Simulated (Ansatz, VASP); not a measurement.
# Cross-check of ZnH2S2 between VASP and Ansatz, part 2 of 2

Aim: how closely do two programs agree when they are given the same cell, functional and k mesh? The cell is taken from a series of runs on this material, whose earlier steps may have relaxed, scaled, displaced or heated it; both programs get it as it stands.

VASP 6.6.1 and Ansatz 0.2.0.

So far: The structure; Ansatz: dielectric response, PBE.

The structure was built from a prototype and need not be the compound's stable phase.

## (3) VASP: dielectric response, PBE

Level of this step: PBE; plane waves and PAW (Zn, S, H) (VASP).

The same cell, functional and mesh now go to VASP, with its own data sets.

Lines of VASP's logs that name or quote its potential files are left out, and so is its time.

Input file INCAR:

```
SYSTEM = ZnH2S2
PREC = Accurate
ENCUT = 400
EDIFF = 1E-08
NELM = 120
ISMEAR = 0
SIGMA = 0.01
LREAL = .FALSE.
ALGO = Normal
GGA = PE
NBANDS = 19
LORBIT = 11
LWAVE = .FALSE.
LCHARG = .FALSE.
ISIF = 2
LEPSILON = .TRUE.
LASPH = .TRUE.
GGA_COMPAT = .FALSE.
EFERMI = MIDGAP
KPAR = 2
```

Input file POSCAR:

```
ZnH2S2
1.0
    3.9024483996      0.0000000030      0.0000000000
   -1.9512242024      3.3796194495      0.0000000000
    0.0000000000      0.0000000000      6.2746544598
Zn S H
1 2 2
Direct
    0.0000000000      0.0000000000      0.0000000000
    0.6666666667      0.3333333333      0.8088451515
    0.3333333333      0.6666666667      0.1911548485
    0.6666666667      0.3333333333      0.5926165999
    0.3333333333      0.6666666667      0.4073834001
```

Input file KPOINTS:

```
Automatic mesh
0
Gamma
7 7 4
0 0 0
```

The projector-augmented-wave data sets are Zn, S and H (PBE family, release 64).

Command:

```bash
> mpirun -np 2 vasp_std
```

Numbers of over 12 decimals in the logs are rounded to 6 here.

What it wrote:

```text
[banner, memory and clock lines left out]
running    2 mpi-ranks, on    1 nodes
 distrk:  each k-point on    1 cores,    2 groups
 distr:  one band on    1 cores,    1 groups

 POSCAR found type information on POSCAR ZnS H
 POSCAR found :  3 types and       5 ions
 LDA part: xc-table for (Slater+PW92), standard interpolation
 POSCAR, INCAR and KPOINTS ok, starting setup
 FFT: planning ... GRIDC
 FFT: planning ... GRID_SOFT
 FFT: planning ... GRID
 WAVECAR not read
 entering main loop
       N       E                     dE             d eps       ncg     rms          rms(c)
DAV:   1     0.138486645573E+03    0.13849E+03   -0.10514E+04  1064   0.114E+03
DAV:   2    -0.520046698592E+01   -0.14369E+03   -0.13793E+03  1237   0.256E+02
DAV:   3    -0.179805508246E+02   -0.12780E+02   -0.12719E+02  1273   0.812E+01
DAV:   4    -0.182216988693E+02   -0.24115E+00   -0.24092E+00  1354   0.116E+01
DAV:   5    -0.182254591938E+02   -0.37603E-02   -0.37600E-02  1289   0.140E+00    0.122E+01
DAV:   6    -0.174920608798E+02    0.73340E+00   -0.14858E+00  1520   0.330E+01    0.798E+00
DAV:   7    -0.174077797194E+02    0.84281E-01   -0.97996E-01  1163   0.630E+00    0.268E+00
DAV:   8    -0.173998682128E+02    0.79115E-02   -0.43523E-02  1254   0.172E+00    0.798E-01
DAV:   9    -0.173991080229E+02    0.76019E-03   -0.12791E-02  1216   0.137E+00    0.246E-01
DAV:  10    -0.173992235561E+02   -0.11553E-03   -0.90861E-04  1395   0.740E-01    0.113E-01
DAV:  11    -0.173994495547E+02   -0.22600E-03   -0.46994E-04  1112   0.223E-01    0.238E-02
DAV:  12    -0.173994508376E+02   -0.12829E-05   -0.30157E-05  1486   0.479E-02    0.221E-02
DAV:  13    -0.173994586238E+02   -0.77862E-05   -0.13500E-05  1112   0.478E-02    0.345E-03
DAV:  14    -0.173994588164E+02   -0.19263E-06   -0.66341E-07  1395   0.111E-02    0.186E-03
DAV:  15    -0.173994590095E+02   -0.19314E-06   -0.22714E-07  1112   0.351E-03    0.102E-03
DAV:  16    -0.173994590463E+02   -0.36791E-07   -0.60950E-08  1149   0.195E-03    0.219E-04
DAV:  17    -0.173994590431E+02    0.32628E-08   -0.22112E-09   914   0.106E-03
   1 F= -.17399459E+02 E0= -.17399459E+02  d E =0.000000E+00
 Linear response reoptimize wavefunctions to high precision
DAV:   1    -0.173994590440E+02   -0.93723E-09   -0.54418E-10   924   0.416E-04
DAV:   2    -0.173994590440E+02   -0.27740E-10   -0.87754E-11   619   0.734E-05
 Linear response G [H, r] |phi>, progress :
  Direction:   1
       N       E                     dE             d eps       ncg     rms
RMM:   1    -0.776350165088E+02   -0.77635E+02    0.16522E+02  2034   0.802E+01
RMM:   2    -0.763542025749E+02    0.12808E+01   -0.13729E+01  1908   0.270E+01
RMM:   3    -0.767961486909E+02   -0.44195E+00   -0.12395E+00  1926   0.555E+00
RMM:   4    -0.767677192172E+02    0.28429E-01   -0.15461E-01  1967   0.108E+00
RMM:   5    -0.767630690075E+02    0.46502E-02   -0.77237E-02  1997   0.263E-01
RMM:   6    -0.767564035878E+02    0.66654E-02   -0.81669E-03  2020   0.748E-02
RMM:   7    -0.767559313664E+02    0.47222E-03   -0.31643E-03  2051   0.244E-02
RMM:   8    -0.767557341393E+02    0.19723E-03   -0.11612E-03  2068   0.919E-03
RMM:   9    -0.767557362876E+02   -0.21482E-05   -0.14562E-03  2015   0.446E-03
RMM:  10    -0.767557187331E+02    0.17554E-04    0.36949E-04  1731   0.283E-03
RMM:  11    -0.767557991551E+02   -0.80422E-04   -0.55660E-04  1471   0.221E-03
RMM:  12    -0.767556905379E+02    0.10862E-03   -0.57451E-04  1358   0.197E-03
RMM:  13    -0.767556649625E+02    0.25575E-04    0.72456E-04  1297   0.186E-03
RMM:  14    -0.767556751630E+02   -0.10201E-04    0.74615E-04  1272   0.181E-03
RMM:  15    -0.767556743069E+02    0.85614E-06    0.66341E-04  1231   0.179E-03
 Linear response G [H, r] |phi>, progress :
  Direction:   2
       N       E                     dE             d eps       ncg     rms
RMM:   1    -0.791352151643E+02   -0.79135E+02    0.14364E+02  2041   0.799E+01
RMM:   2    -0.783397488964E+02    0.79547E+00   -0.12702E+01  1902   0.266E+01
RMM:   3    -0.786567896383E+02   -0.31704E+00   -0.63997E-01  1921   0.540E+00
RMM:   4    -0.786685022045E+02   -0.11713E-01   -0.26792E-02  1968   0.103E+00
RMM:   5    -0.786687849807E+02   -0.28278E-03   -0.22903E-03  2004   0.255E-01
RMM:   6    -0.786687908342E+02   -0.58534E-05   -0.56497E-05  2026   0.710E-02
RMM:   7    -0.786687909338E+02   -0.99630E-07    0.13499E-04  2057   0.233E-02
RMM:   8    -0.786687891615E+02    0.17723E-05    0.11725E-04  2064   0.927E-03
RMM:   9    -0.786687812003E+02    0.79612E-05    0.27008E-04  2033   0.455E-03
RMM:  10    -0.786688366527E+02   -0.55452E-04   -0.29247E-04  1733   0.284E-03
RMM:  11    -0.786687963969E+02    0.40256E-04    0.69730E-04  1477   0.217E-03
RMM:  12    -0.786687875766E+02    0.88203E-05    0.69723E-04  1338   0.190E-03
RMM:  13    -0.786687992808E+02   -0.11704E-04    0.69654E-04  1284   0.177E-03
RMM:  14    -0.786687952560E+02    0.40247E-05    0.67586E-04  1248   0.172E-03
RMM:  15    -0.786687968058E+02   -0.15498E-05    0.63434E-04  1221   0.170E-03
RMM:  16    -0.786687956107E+02    0.11951E-05    0.60564E-04  1208   0.168E-03
 Linear response G [H, r] |phi>, progress :
  Direction:   3
       N       E                     dE             d eps       ncg     rms
RMM:   1    -0.918895347445E+02   -0.91890E+02    0.42161E+01  2101   0.801E+01
[...]
RMM:   4    -0.100810815070E+01   -0.37714E-04   -0.54812E-05  1954   0.351E-02
RMM:   5    -0.100810891901E+01   -0.76831E-06   -0.74741E-06  1975   0.919E-03
RMM:   6    -0.100810909429E+01   -0.17528E-06   -0.15276E-06  1969   0.304E-03
RMM:   7    -0.100810913100E+01   -0.36703E-07   -0.40067E-07  1872   0.123E-03
RMM:   8    -0.100810913584E+01   -0.48400E-08   -0.66706E-08  1310   0.575E-04
 change of polarisation eV/A/(eV/A) component  2 :    -0.605     2.016    -0.068
 dielectric tensor                  component  2 :    -1.324     5.409    -0.150
 Linear response to external field (no local field effect), progress :
  Direction:   3
       N       E                     dE             d eps       ncg     rms          rms(c)
RMM:   1    -0.858436706575E+00   -0.85844E+00   -0.30030E+00  2035   0.481E+00
RMM:   2    -0.874105560538E+00   -0.15669E-01   -0.17125E-02  1915   0.103E+00
RMM:   3    -0.875101938623E+00   -0.99638E-03   -0.10698E-03  1905   0.176E-01
RMM:   4    -0.875117352269E+00   -0.15414E-04   -0.46222E-05  1956   0.365E-02
RMM:   5    -0.875117890042E+00   -0.53777E-06   -0.52021E-06  1955   0.975E-03
RMM:   6    -0.875117945172E+00   -0.55130E-07   -0.81792E-07  1968   0.307E-03
RMM:   7    -0.875117954704E+00   -0.95318E-08   -0.15682E-07  1877   0.115E-03
RMM:   8    -0.875117955513E+00   -0.80949E-09   -0.29611E-08  1321   0.482E-04
 change of polarisation eV/A/(eV/A) component  3 :    -0.004    -0.068     1.750
 dielectric tensor                  component  3 :    -0.008    -0.150     4.827
 Linear response to external field, progress :
  Direction:   1
       N       E                     dE             d eps       ncg     rms          rms(c)
RMM:   1    -0.916242130929E+00   -0.91624E+00   -0.37092E+00  4124   0.424E+00
RMM:   2    -0.959822580030E+00   -0.43580E-01   -0.22883E-02  4128   0.994E-01    0.178E+00
RMM:   3    -0.916724659380E+00    0.43098E-01   -0.72717E-02  3964   0.115E+00    0.952E-01
RMM:   4    -0.948326567277E+00   -0.31602E-01   -0.48347E-02  4069   0.988E-01    0.294E-01
RMM:   5    -0.977635227263E+00   -0.29309E-01   -0.30433E-03  3981   0.305E-01    0.693E-02
RMM:   6    -0.976586263052E+00    0.10490E-02   -0.10112E-04  4228   0.585E-02    0.384E-02
RMM:   7    -0.978275632612E+00   -0.16894E-02   -0.13689E-04  3943   0.537E-02    0.122E-02
RMM:   8    -0.978793325282E+00   -0.51769E-03   -0.14261E-05  4158   0.184E-02    0.317E-03
RMM:   9    -0.978896745096E+00   -0.10342E-03   -0.17474E-06  4227   0.532E-03    0.653E-04
RMM:  10    -0.978873075664E+00    0.23669E-04   -0.77365E-07  4323   0.117E-03    0.230E-04
RMM:  11    -0.978876490406E+00   -0.34147E-05   -0.12818E-06  4173   0.320E-04    0.123E-04
RMM:  12    -0.978875373779E+00    0.11166E-05   -0.73355E-07  3798   0.235E-04    0.132E-05
RMM:  13    -0.978875149979E+00    0.22380E-06   -0.85225E-07  3168   0.128E-04    0.136E-05
RMM:  14    -0.978875240097E+00   -0.90118E-07   -0.39764E-07  1980   0.965E-05    0.354E-06
 change of polarisation eV/A/(eV/A) component  1 :     1.801    -0.403     0.014
 dielectric tensor                  component  1 :     4.938    -0.882     0.031
 Linear response to external field, progress :
  Direction:   2
       N       E                     dE             d eps       ncg     rms          rms(c)
RMM:   1    -0.917858431976E+00   -0.91786E+00   -0.37254E+00  4197   0.421E+00
RMM:   2    -0.959758838971E+00   -0.41900E-01   -0.21544E-02  4137   0.973E-01    0.178E+00
RMM:   3    -0.916754111969E+00    0.43005E-01   -0.72739E-02  3981   0.115E+00    0.953E-01
RMM:   4    -0.948404482067E+00   -0.31650E-01   -0.48753E-02  4092   0.991E-01    0.294E-01
RMM:   5    -0.977551175010E+00   -0.29147E-01   -0.29525E-03  4010   0.301E-01    0.688E-02
RMM:   6    -0.976449423594E+00    0.11018E-02   -0.10952E-04  4264   0.591E-02    0.361E-02
RMM:   7    -0.978332295750E+00   -0.18829E-02   -0.12302E-04  3981   0.516E-02    0.113E-02
RMM:   8    -0.978797404976E+00   -0.46511E-03   -0.12794E-05  4184   0.178E-02    0.275E-03
RMM:   9    -0.978896310988E+00   -0.98906E-04   -0.48628E-07  4241   0.507E-03    0.631E-04
RMM:  10    -0.978874840154E+00    0.21471E-04    0.91361E-07  4374   0.108E-03    0.271E-04
RMM:  11    -0.978876157472E+00   -0.13173E-05   -0.27725E-07  4142   0.290E-04    0.131E-04
RMM:  12    -0.978875359030E+00    0.79844E-06    0.89182E-07  3831   0.242E-04    0.205E-05
RMM:  13    -0.978875124069E+00    0.23496E-06    0.10068E-06  3102   0.124E-04    0.129E-05
RMM:  14    -0.978875237624E+00   -0.11356E-06    0.44732E-09  2030   0.959E-05    0.411E-06
 change of polarisation eV/A/(eV/A) component  2 :    -0.403     1.801     0.000
 dielectric tensor                  component  2 :    -0.881     4.938     0.000
 Linear response to external field, progress :
  Direction:   3
       N       E                     dE             d eps       ncg     rms          rms(c)
RMM:   1    -0.858436706575E+00   -0.85844E+00   -0.30030E+00  2035   0.481E+00
RMM:   2    -0.874105546726E+00   -0.15669E-01   -0.17125E-02  1915   0.103E+00    0.357E+00
RMM:   3    -0.670078209740E+00    0.20403E+00   -0.20230E-01  1824   0.179E+00    0.152E+00
RMM:   4    -0.668416964624E+00    0.16612E-02   -0.86935E-02  1935   0.125E+00    0.375E-01
RMM:   5    -0.688636702938E+00   -0.20220E-01   -0.94144E-03  1848   0.559E-01    0.290E-01
RMM:   6    -0.688120016598E+00    0.51669E-03   -0.30397E-04  1940   0.121E-01    0.213E-01
RMM:   7    -0.694739967033E+00   -0.66200E-02   -0.54727E-04  1784   0.125E-01    0.484E-02
RMM:   8    -0.695286288455E+00   -0.54632E-03   -0.47164E-05  2002   0.343E-02    0.166E-02
RMM:   9    -0.695435046032E+00   -0.14876E-03   -0.14000E-05  1842   0.163E-02    0.521E-03
RMM:  10    -0.695513442177E+00   -0.78396E-04    0.35332E-06  1963   0.638E-03    0.266E-03
RMM:  11    -0.695532772545E+00   -0.19330E-04    0.15849E-06  1934   0.299E-03    0.757E-04
RMM:  12    -0.695528097349E+00    0.46752E-05    0.24503E-06  1991   0.673E-04    0.620E-04
RMM:  13    -0.695525240033E+00    0.28573E-05    0.13531E-06  1908   0.329E-04    0.122E-04
RMM:  14    -0.695523394398E+00    0.18456E-05    0.18988E-06  1610   0.167E-04    0.417E-05
RMM:  15    -0.695522602038E+00    0.79236E-06    0.51588E-06  1269   0.118E-04    0.264E-05
RMM:  16    -0.695522575759E+00    0.26279E-07    0.41942E-06   889   0.100E-04    0.979E-06
 change of polarisation eV/A/(eV/A) component  3 :    -0.004    -0.060     1.239
 dielectric tensor                  component  3 :    -0.008    -0.131     3.710
 Born effective charges drift removed
```

OUTCAR, selected parts (step 3):

```text
ion  position               nearest neighbor table
   1  0.000  0.000  0.000-   2 2.55   3 2.55   3 2.55   2 2.55   2 2.55   3 2.55
   2  0.667  0.333  0.809-   4 1.36   1 2.55   1 2.55   1 2.55
   3  0.333  0.667  0.191-   5 1.36   1 2.55   1 2.55   1 2.55
   4  0.667  0.333  0.593-   2 1.36
   5  0.333  0.667  0.407-   3 1.36

  LATTYP: Found a hexagonal cell.
 ALAT       =     3.9024483996
 C/A-ratio  =     1.6078763426

 Subroutine GETGRP returns: Found 12 space group operations
 (whereof 12 operations were pure point group operations)

The static configuration has the point symmetry D_3d.

 Found     28 irreducible k-points:

   k-points           NKPTS =     28   k-points in BZ     NKDIM =     28   number of bands    NBANDS=     19

   dimension x,y,z NGX =    28 NGY =   28 NGZ =   42
   dimension x,y,z NGXF=    56 NGYF=   56 NGZF=   84

   ENCUT  =  400.0 eV  29.40 Ry    5.42 a.u.   6.36  6.36 10.23*2*pi/ulx,y,z

   NELECT =      26.0000    total number of electrons

 k-points in reciprocal lattice and weights: Automatic mesh
   0.00000000  0.00000000  0.00000000       0.005
   0.14285714  0.00000000  0.00000000       0.031
   0.28571429  0.00000000  0.00000000       0.031
   0.42857143 -0.00000000  0.00000000       0.031
   0.14285714  0.14285714  0.00000000       0.031
   0.28571429  0.14285714  0.00000000       0.061
   0.42857143  0.14285714  0.00000000       0.031
   0.28571429  0.28571429  0.00000000       0.031
   0.00000000  0.00000000  0.25000000       0.010
[...]
0.42857143  0.14285714  0.50000000       0.031
   0.28571429  0.28571429  0.50000000       0.031

 average (electrostatic) potential at core
       1 -37.3094       2 -89.7765       3 -89.7765       4 -36.8760       5 -36.8760

  Total       -0.1483632     -0.1483632     -0.2774048      0.0000000     -0.0000000     -0.0000000
  in kB       -2.8723813     -2.8723813     -5.3706856      0.0000000     -0.0000000     -0.0000000
  external PRESSURE =      -3.7051494 kB  Pullay stress =       0.0000000 kB

  energy-cutoff  :      400.00
  volume of cell :       82.76
      direct lattice vectors                 reciprocal lattice vectors
     3.902448400  0.000000003  0.000000000     0.256249384  0.147945651  0.000000000
    -1.951224202  3.379619449  0.000000000    -0.000000000  0.295891302  0.000000000
     0.000000000  0.000000000  6.274654460     0.000000000  0.000000000  0.159371326

 POSITION                                       TOTAL-FORCE (eV/Angst)
 -----------------------------------------------------------------------------------
      0.00000      0.00000      0.00000        -0.000000     -0.000000      0.000000
      1.95122      1.12654      5.07522         0.000000      0.000000     -0.060279
     -0.00000      2.25308      1.19943         0.000000     -0.000000      0.060279
      1.95122      1.12654      3.71846        -0.000000      0.000000      0.049849
     -0.00000      2.25308      2.55619        -0.000000     -0.000000     -0.049849
 -----------------------------------------------------------------------------------
    total drift:                               -0.000000      0.000000      0.000000

 MACROSCOPIC STATIC DIELECTRIC TENSOR (including local field effects in DFT)
 ------------------------------------------------------
           4.937655    -0.000000    -0.000000
          -0.000000     4.937655     0.000000
           0.000000     0.000000     3.709605
 ------------------------------------------------------

 PIEZOELECTRIC TENSOR (including local field effects)  for field in x, y, z        (C/m^2)
          XX          YY          ZZ          XY          YZ          ZX
  --------------------------------------------------------------------------------
  x     0.00000     0.00000     0.00000     0.00000     0.00000     0.00000
  y     0.00000     0.00000     0.00000     0.00000     0.00000     0.00000
  z     0.00000     0.00000     0.00000     0.00000     0.00000     0.00000

 BORN EFFECTIVE CHARGES (including local field effects) (in |e|, cummulative output)
 ---------------------------------------------------------------------------------
 ion    1
    1     2.80911    -0.00000    -0.00000
    2    -0.00000     2.80911     0.00000
    3     0.00000    -0.00000     1.38432
 ion    2
    1    -1.33640     0.00000     0.00000
    2     0.00000    -1.33640    -0.00000
    3    -0.00000     0.00000    -0.77783
 ion    3
    1    -1.33640     0.00000     0.00000
    2     0.00000    -1.33640    -0.00000
    3    -0.00000     0.00000    -0.77783
 ion    4
    1    -0.06815     0.00000    -0.00000
    2     0.00000    -0.06815    -0.00000
    3     0.00000    -0.00000     0.08567
 ion    5
    1    -0.06815     0.00000    -0.00000
    2     0.00000    -0.06815    -0.00000
    3     0.00000    -0.00000     0.08567
```

## (4) Comparison

Known differences besides the potentials themselves: fixed occupations in Ansatz, narrow Gaussian smearing in VASP; VASP's response is taken on the typed mesh, Ansatz refines its own for the field response alone; the cutoff is 420 eV in Ansatz and 400 eV in VASP. Total energies have different zeros and are not compared.

The two programs side by side:

| quantity | Ansatz | VASP | difference |
| --- | --- | --- | --- |
| ε∞ xx | 4.91 | 4.94 | -0.51 % |
| ε∞ yy | 4.91 | 4.94 | -0.51 % |
| ε∞ zz | 3.73 | 3.71 | +0.56 % |

## (5) Results

* difference in ε∞ zz (dielectric response, PBE): 0.56 %

**Reading.** The difference in ε∞ zz is 0.56 % (dielectric response, PBE), within the 5 % picked in this series as the mark of a large difference. Such differences can come from data sets, numerical settings and the points named under the comparisons, not from the functional's error against experiment.

[Lines on the potential files, build, host, timing and source positions are cut from VASP's logs without a mark.]

[Logs are printed without paths, hosts, clocks, repeated set-up lines and the standing remarks that a program may print on its own settings, such as how far it seeks lower states.]

[Hosts, paths, dates, database ids (printed as entryN), source tags and the programs' standing remarks are cut or masked in the printed files.]
